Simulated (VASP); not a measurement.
A convergence study with VASP on Nb (bcc): one setting is varied, all else stays as given below, so the limit is that of these other settings. Each run relaxes cell and ions; the cell shown is the tightest run's result. The basis is that of the starting cell, so low cut-offs carry a Pulay error.

```yaml
crystal:
  lattice:
    - [-1.65211, 1.65211, 1.65211]
    - [1.65211, -1.65211, 1.65211]
    - [1.65211, 1.65211, -1.65211]
  atoms:
    - { symbol: Nb, position: [0.00000, 0.00000, 0.00000] }
```

Computed with PBE GGA, VASP's PBE PAW potentials (set 64) (plane waves; VASP). The tightest run used: 700 eV cut-off, 13×13×13 Γ-centred mesh, first-order Methfessel-Paxton smearing of 0.10 eV, potentials Nb_sv.

The reference is ENCUT = 700, which took about 40 core-seconds. Times come from single runs on busy shared machines, so they are rough: good to a factor of about 2.

Of the settings ENCUT = 200; ENCUT = 250; ENCUT = 300; ENCUT = 450; ENCUT = 500; ENCUT = 550; ENCUT = 600; ENCUT = 650; ENCUT = 700, which is the lowest that keeps the difference from the reference in relaxed volume (Å³/atom) within 0.02 from there on, and what does it cost?

ENCUT = 500; its cost over the reference is within a factor of 2.
```json
[
 {"setting": "ENCUT = 200", "difference in relaxed volume (Å³/atom)": "2.771", "cost over the reference": "within a factor of 2"},
 {"setting": "ENCUT = 250", "difference in relaxed volume (Å³/atom)": "0.645", "cost over the reference": "about 1/3"},
 {"setting": "ENCUT = 300", "difference in relaxed volume (Å³/atom)": "0.109", "cost over the reference": "about 1/4"},
 {"setting": "ENCUT = 450", "difference in relaxed volume (Å³/atom)": "0.034", "cost over the reference": "about 1/3"},
 {"setting": "ENCUT = 500", "difference in relaxed volume (Å³/atom)": "0.010", "cost over the reference": "within a factor of 2"},
 {"setting": "ENCUT = 550", "difference in relaxed volume (Å³/atom)": "0.002", "cost over the reference": "within a factor of 2"},
 {"setting": "ENCUT = 600", "difference in relaxed volume (Å³/atom)": "0.002", "cost over the reference": "within a factor of 2"},
 {"setting": "ENCUT = 650", "difference in relaxed volume (Å³/atom)": "0.001", "cost over the reference": "within a factor of 2"},
 {"setting": "ENCUT = 700", "difference in relaxed volume (Å³/atom)": "0.000", "cost over the reference": "reference"}
]
```

Left out are rungs that failed or repeat a setting and relaxations that didn't move; long series are thinned to 24 rows.

The compound is Nb in the bcc structure.
